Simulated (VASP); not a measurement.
Calculation: PBE GGA, VASP's PBE PAW potentials (set 64) (plane waves; VASP).

Input for VASP

INCAR:
```
SYSTEM = Tc
PREC = Accurate
ENCUT = 400
EDIFF = 1E-6
NELM = 100
ALGO = Normal
LREAL = .FALSE.
LASPH = .TRUE.
ISMEAR = 1
SIGMA = 0.1
GGA = PE
LMAXMIX = 4
LWAVE = .FALSE.
LCHARG = .FALSE.
ISIF = 2
```

POSCAR:
```
Tc
2.79480
  0.5000000000  -0.8660254759   0.0000000000
  0.5000000000   0.8660254759   0.0000000000
  0.0000000000   0.0000000000   1.6021897810
Tc
2
Cart
  0.5000000000   0.2886757360   0.4005474453
  0.5000000000  -0.2886757360   1.2016423358
```

File KPOINTS:
```
Automatic mesh
0
Gamma
9 9 6
0 0 0
```

POTCAR, in this order: Tc_pv (PBE.64 set). Program: vasp_std.

Output of the run:

OSZICAR:
```
       N       E                     dE             d eps       ncg     rms          rms(c)
DAV:   1     0.274284061723E+03    0.27428E+03   -0.14746E+04  1656   0.131E+03
DAV:   2    -0.152315368114E+02   -0.28952E+03   -0.28683E+03  1807   0.412E+02
DAV:   3    -0.220958966249E+02   -0.68644E+01   -0.66965E+01  1961   0.733E+01
DAV:   4    -0.221576405781E+02   -0.61744E-01   -0.61534E-01  1830   0.698E+00
DAV:   5    -0.221581200614E+02   -0.47948E-03   -0.47940E-03  1826   0.608E-01    0.215E+01
DAV:   6    -0.207704945799E+02    0.13876E+01   -0.36369E+00  1733   0.184E+01    0.591E+00
DAV:   7    -0.206368826210E+02    0.13361E+00   -0.54622E-01  1887   0.633E+00    0.795E-01
DAV:   8    -0.206282980172E+02    0.85846E-02   -0.88826E-03  1657   0.103E+00    0.274E-01
DAV:   9    -0.206281509540E+02    0.14706E-03   -0.68802E-04  1975   0.219E-01    0.222E-02
DAV:  10    -0.206281515564E+02   -0.60244E-06   -0.22388E-05  1747   0.395E-02    0.103E-02
DAV:  11    -0.206281504981E+02    0.10584E-05   -0.13929E-06   886   0.128E-02    0.234E-03
DAV:  12    -0.206281496275E+02    0.87054E-06   -0.16888E-07   822   0.415E-03
   1 F= -.20628150E+02 E0= -.20628573E+02  d E =0.126902E-02
```

File OUTCAR:
```
------------------------ aborting loop because EDIFF is reached ----------------------------------------
  FORCE on cell =-STRESS in cart. coord.  units (eV):
  Direction    XX          YY          ZZ          XY          YZ          ZX
  --------------------------------------------------------------------------------------
  Total       -2.6419645     -2.6419649     -2.9852421      0.0000000     -0.0000000      0.0000000
  in kB     -139.7464305   -139.7464537   -157.9040668      0.0000000     -0.0000000      0.0000000
  external PRESSURE =    -145.7989837 kB  Pullay stress =       0.0000000 kB
  volume of cell :       30.29
      direct lattice vectors                 reciprocal lattice vectors
     1.397400000 -2.420368000  0.000000000     0.357807357 -0.206580156  0.000000000
     1.397400000  2.420368000  0.000000000     0.357807357  0.206580156  0.000000000
     0.000000000  0.000000000  4.477800000     0.000000000  0.000000000  0.223323954
 POSITION                                       TOTAL-FORCE (eV/Angst)
 -----------------------------------------------------------------------------------
      1.39740      0.80679      1.11945        -0.000000      0.000000      0.000000
      1.39740     -0.80679      3.35835         0.000000     -0.000000      0.000000
 -----------------------------------------------------------------------------------
    total drift:                               -0.000032      0.000643     -0.000042
  FREE ENERGIE OF THE ION-ELECTRON SYSTEM (eV)
  ---------------------------------------------------
  free  energy   TOTEN  =       -20.6281496275 eV

  energy  without entropy=      -20.6294186508  energy(sigma->0) =      -20.62857264
```
(Selected blocks of OUTCAR.)

The compound is Tc in the hcp structure. The cell was not relaxed at this level. The run is one of a series of settings (KPOINTS 9×9×6 Γ-centred mesh against the base run), some of them coarse on purpose.
